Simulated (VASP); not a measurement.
A VASP calculation is set up with these files.

**KPOINTS**
```
Automatic mesh
0
Gamma
12 12 12
0 0 0
```

**INCAR**
```
ALGO = Normal
EDIFF = 1E-7
EDIFFG = -0.01
ENCUT = 600
IBRION = 2
ISIF = 3
ISMEAR = 0
LASPH = .TRUE.
LCHARG = .FALSE.
LMIXTAU = .TRUE.
LREAL = .FALSE.
LWAVE = .FALSE.
METAGGA = R2SCAN
NELM = 100
NSW = 40
PREC = Accurate
PSTRESS = 50
SIGMA = 0.05
SYSTEM = C
```

### POSCAR
```
C
1.0
  0.0000000000   1.7741441505   1.7741441505
  1.7741441505   0.0000000000   1.7741441505
  1.7741441505   1.7741441505   0.0000000000
C
2
Direct
  0.0000000000   0.0000000000   0.0000000000
  0.2500000000   0.2500000000   0.2500000000
```

POTCAR, in this order: C (PBE.64 set). Program: vasp_std.

Translate this r2SCAN calculation to Ansatz.

One equivalent input (not run):
Ansatz 0.2 input:
```yaml
crystal:
  lattice:
    - [0.0000000, 1.7741442, 1.7741442]
    - [1.7741442, 0.0000000, 1.7741442]
    - [1.7741442, 1.7741442, 0.0000000]
  atoms:
    - { symbol: C, position: [0.0000000, 0.0000000, 0.0000000] }
    - { symbol: C, position: [0.2500000, 0.2500000, 0.2500000] }
kpoints:
  mp_grid: { grid: [12, 12, 12] }
hamiltonian:
  xc: r2scan
  pseudopotentials: { kind: paw }
scf:
  occupations: { method: gaussian, width: 0.05 }
  max_iter: 100
relax:
  max_steps: 40
  f_tol: 0.01
  cell: { p_target: 5 }
output: { forces: true, stress: true, eigenvalues: true }
```
The two are equivalent in intent, not identical: each code has its own PAW files, so the cut-off isn't converted (ENCUT is set for VASP's; basis.ecutwfc is left out, and Ansatz then takes the one that its files recommend); Ansatz stops its SCF on the density residual and VASP on the energy change (EDIFF).

The compound is C in the diamond structure. It was relaxed first under an external pressure of 5 GPa.
